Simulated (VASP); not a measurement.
Given:

```yaml
crystal:
  lattice:
    - [-1.62500, 1.62500, 2.47500]
    - [1.62500, -1.62500, 2.47500]
    - [1.62500, 1.62500, -2.47500]
  atoms:
    - { symbol: In, position: [0.00000, 0.00000, 0.00000] }
```

Computed with PBE GGA, VASP's PBE PAW potentials (set 64) (plane waves; VASP). Run with 300 eV cut-off, 9×9×10 Γ-centred mesh, Fermi-Dirac smearing of 0.10 eV, potentials In_d.

At this cut-off the stress carries a Pulay error, which pulls relaxed volumes low. Unless said otherwise, spin-orbit coupling is left out, though it shifts the bands of the heavy elements here.

Task: Predict the energy per atom (σ→0), pressure, band gap (on the k-mesh) with the smallest direct gap where there is one.

Result: 
The band gap (on the k-mesh) comes out as none (metal, semimetal or under 0.01 eV) and the energy per atom (σ→0) comes out as -2.543 eV/atom. The pressure comes out as 1.66 GPa.

The structure is a typed In crystal. The cell was not relaxed at this level.
